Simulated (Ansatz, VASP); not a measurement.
# One calculation of Mg2CdSe3, two programs

```
Mg Cd Se
1.0
     4.29098    0.00000    0.00000
    -2.14549    3.71610    0.00000
     0.00000    0.00000   10.48168
Mg Cd Se
2 1 3
Direct
  0.66667 0.33333 0.33520
  0.33333 0.66667 0.66203
  0.00000 0.00000 0.00226
  0.00000 0.00000 0.25764
  0.66667 0.33333 0.58323
  0.33333 0.66667 0.90963
```

Alike in both runs: functional PBE; k mesh 6 × 6 × 4; occupations gaussian, width 0.02 eV; no spin polarisation.

Ansatz relaxed the structure, and its values are those at the end. VASP's run is a single point on that final structure, the one shown.

|  | VASP | Ansatz |
| --- | --- | --- |
| version | VASP 6.6.1 | Ansatz 0.2.0 |
| potentials or method | VASP PAW PBE potentials, release 64 (Mg, Cd, Se) | scalar-relativistic, plane waves, PAW |
| plane-wave cutoff (eV) | 520 | 420 |
| valence electrons in the cell | 34 | 88 |

Ansatz gave:

| Item | Value |
| --- | --- |
| gap on the k mesh at the Fermi level (eV) | 1.49 |
| least direct gap on the mesh (eV) | 1.49 |
| pressure (GPa) | 0.0 |
| rms of the force components (eV/Å) | 0.000 |

Question: What did VASP give for the same quantities?

Answer: gap on the k mesh at the Fermi level (eV): 1.48; least direct gap on the mesh (eV): 1.48; pressure (GPa): 0.1; rms of the force components (eV/Å): 0.011.

The two sets of potentials don't hold the same shells in valence.

A k mesh can miss the band edges.
